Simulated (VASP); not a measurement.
Data:

```xyz
4
Lattice="4.2108 0.0000 0.0000 0.0000 4.2108 0.0000 0.0000 0.0000 5.9975" Properties=species:S:1:pos:R:3 pbc="T T T"
In     0.0000     0.0000     2.9988
Ga     2.1054     2.1054     5.9975
As     2.1054     0.0000     4.6142
As     0.0000     2.1054     1.3833
```

Method: HSE06 screened hybrid, VASP's PBE PAW potentials (set 64) (plane waves; VASP 6.6.1). Settings: 400 eV cut-off, 4×4×4 Γ-centred mesh, Gaussian smearing of 0.050 eV, potentials In_d Ga_d As.

Unless said otherwise, spin-orbit coupling is left out, though it shifts the bands of the heavy elements here.

Estimate the energy per atom (σ→0), pressure, band gap (over the mesh, the named points and PBE's band edges) with the smallest direct gap where there is one.

```
Quantity                                                                             Value
--------------------------------------------------------------------------  --------------
band gap (over the mesh, the named points and PBE's band edges)                    0.39 eV
smallest direct gap (over the mesh, the named points and PBE's band edges)         0.39 eV
energy per atom (σ→0)                                                       -4.735 eV/atom
pressure                                                                         -2.43 GPa
```

The absolute energy has meaning only against runs of the same code, potentials and settings.

The structure comes from a computed database's InGaAs2 entry (P-4m2); how it stands against other phases isn't given here. It was relaxed first.
